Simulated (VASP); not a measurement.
A VASP calculation is set up with these files.

File POSCAR:
```
CuRhO2
1
    1.5338251258     0.8855538711     5.6581331883
   -1.5338251258     0.8855538711     5.6581331883
    0.0000000000    -1.7711087309     5.6581331875
Cu Rh O
1 1 2
Direct
  0.0000000000   0.0000000000   0.0000000000
  0.5000000000   0.5000000000   0.5000000000
  0.8923394594   0.8923394594   0.8923394594
  0.1076605406   0.1076605406   0.1076605406
```

### INCAR
```
! general
SYSTEM   =  CuRhO2
PREC     =  Accurate
ENCUT    =  520   ! plane-wave cut-off (eV)
LREAL    =  F
LASPH    =  T   ! aspherical one-centre terms

! electronic loop
EDIFF    =  1E-7   ! SCF stop (eV)
NELM     =  100   ! most electronic steps
ALGO     =  Normal
LMAXMIX  =  4

! smearing
ISMEAR   =  -5   ! tetrahedra, Bloechl

! functional
GGA      =  PS

! ions
ISIF     =  2   ! forces and stress, cell fixed

! output
LWAVE    =  F
LCHARG   =  T
LORBIT   =  11   ! lm-projected
NEDOS    =  601   ! DOS grid

! other
LEFG     =  T
```

File KPOINTS:
```
Automatic mesh
0
Gamma
9 9 9
0 0 0
```

POTCAR, in this order: Cu Rh_pv O (PBE.64 set). Program: vasp_std.

Q: Write an equivalent input for Quantum ESPRESSO's pw.x.

A: One equivalent input (not run):
```
&CONTROL
  calculation = 'scf'
  pseudo_dir = './pseudo'
  outdir = './out'
  tprnfor = .true.
  tstress = .true.
/
&SYSTEM
  ibrav = 0
  nat = 4
  ntyp = 3
  ecutwfc = 92
  occupations = 'tetrahedra'
  input_dft = 'pbesol'
/
&ELECTRONS
  conv_thr = 7.3e-09
  electron_maxstep = 100
/
ATOMIC_SPECIES
  Cu 63.546 Cu.upf
  Rh 102.906 Rh.upf
  O 15.999 O.upf
CELL_PARAMETERS angstrom
     1.5338251    0.8855539    5.6581332
    -1.5338251    0.8855539    5.6581332
     0.0000000   -1.7711087    5.6581332
ATOMIC_POSITIONS crystal
  Cu   0.0000000  0.0000000  0.0000000
  Rh   0.5000000  0.5000000  0.5000000
  O    0.8923395  0.8923395  0.8923395
  O    0.1076605  0.1076605  0.1076605
K_POINTS automatic
  9 9 9 0 0 0
```
The two are equivalent in intent, not identical: the potentials are each code's own (VASP's PAW set, PseudoDojo norm-conserving files in pw.x), so ENCUT and ecutwfc are chosen apart and not converted; conv_thr bounds pw.x's estimated SCF error, while EDIFF bounds the energy change between steps; the field gradients of LEFG aren't asked of the other code.

The structure comes from a computed database's CuRhO2 entry (R-3m); how it stands against other phases isn't given here. It was relaxed first.
